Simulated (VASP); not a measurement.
VASP runs on NaI (space group Fm-3m) share one base input (PBE GGA, plane waves, VASP's PBE PAW potentials (set 64)) and change the settings named in each case.

POSCAR:
```
NaI
1
    0.0000000000     3.2363580000     3.2363580000
    3.2363580000     0.0000000000     3.2363580000
    3.2363580000     3.2363580000     0.0000000000
Na I
1 1
Direct
  0.0000000000   0.0000000000   0.0000000000
  0.5000000000   0.5000000000   0.5000000000
```

### INCAR
```
ALGO = Normal
EDIFF = 1E-6
ENCUT = 300
GGA = PE
ISIF = 2
ISMEAR = 0
LASPH = .TRUE.
LCHARG = .FALSE.
LMAXMIX = 4
LREAL = .FALSE.
LWAVE = .FALSE.
NELM = 100
PREC = Accurate
SIGMA = 0.02
SYSTEM = NaI
```

### KPOINTS
```
Regular mesh
0
G
 6 6 6
0 0 0
```

POTCAR, in this order: Na_pv I (PBE.64 set). Program: vasp_std.

```
change                           E(σ→0) (eV/atom)  pressure (GPa)
-------------------------------  ----------------  --------------
base run                                  -2.6928            0.39
KPOINTS 1×1×1 Γ-centred mesh               0.0033           20.51
KPOINTS 2×2×2 Γ-centred mesh              -2.4833            2.66
KPOINTS 3×3×3 Γ-centred mesh              -2.6712            0.72
KPOINTS 4×4×4 Γ-centred mesh              -2.6900      (withheld)
KPOINTS 5×5×5 Γ-centred mesh              -2.6924            0.40
KPOINTS 7×7×7 Γ-centred mesh              -2.6928            0.39
KPOINTS 9×9×9 Γ-centred mesh              -2.6928            0.41
KPOINTS 10×10×10 Γ-centred mesh           -2.6929            0.41
KPOINTS 12×12×12 Γ-centred mesh           -2.6929            0.41
KPOINTS 14×14×14 Γ-centred mesh           -2.6929            0.39
KPOINTS 17×17×17 Γ-centred mesh           -2.6929            0.39
KPOINTS 22×22×22 Γ-centred mesh           -2.6929            0.39
```

**Question.** What belongs in the gaps?

**Answer.** 
- KPOINTS 4×4×4 Γ-centred mesh, pressure (GPa): 0.45

Energies of different potentials or functionals have different zeros.  Unless said otherwise, spin-orbit coupling is left out, though it shifts the bands of the heavy elements here. At 300 eV the pressure can carry a Pulay error.

Left out are runs that ran out of time, are held back, or changed the cell or the kind of run, fixed moments of cells without a moment, rows past the twelfth, gaps on odd meshes, pressures of charged cells and columns that move by less than the noise.

The structure comes from a computed database's NaI entry; how it stands against other phases isn't given here. The cell was not relaxed at this level, its lattice was scaled by up to 2.5 %.
